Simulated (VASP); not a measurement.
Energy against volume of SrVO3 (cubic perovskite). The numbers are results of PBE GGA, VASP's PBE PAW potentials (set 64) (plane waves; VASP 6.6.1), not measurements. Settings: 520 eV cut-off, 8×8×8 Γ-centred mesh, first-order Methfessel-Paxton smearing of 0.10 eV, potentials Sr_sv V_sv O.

```json
[
 {"V (Å³/atom)": "10.844", "E (eV/atom)": "-7.82775"},
 {"V (Å³/atom)": "11.190", "E (eV/atom)": "-7.84830"},
 {"V (Å³/atom)": "11.536", "E (eV/atom)": "-7.85499"},
 {"V (Å³/atom)": "11.882", "E (eV/atom)": "-7.84987"}
]
```

Problem. Fit these four points and predict the energy of the run at 12.228 Å³/atom.

Solution. A cubic in V^(−2/3), the third-order Birch-Murnaghan form, passes through the four points with V0 = 11.55 Å³/atom and B0 = 181 GPa, and gives -7.8347 eV/atom there. The run gave -7.8348 eV/atom, -0.1 meV/atom from the fit; all five points give B0 = 180 GPa.

The compound is SrVO3 in the cubic perovskite structure. It was relaxed first. The run is not spin-polarised, so no magnetic state was tried.
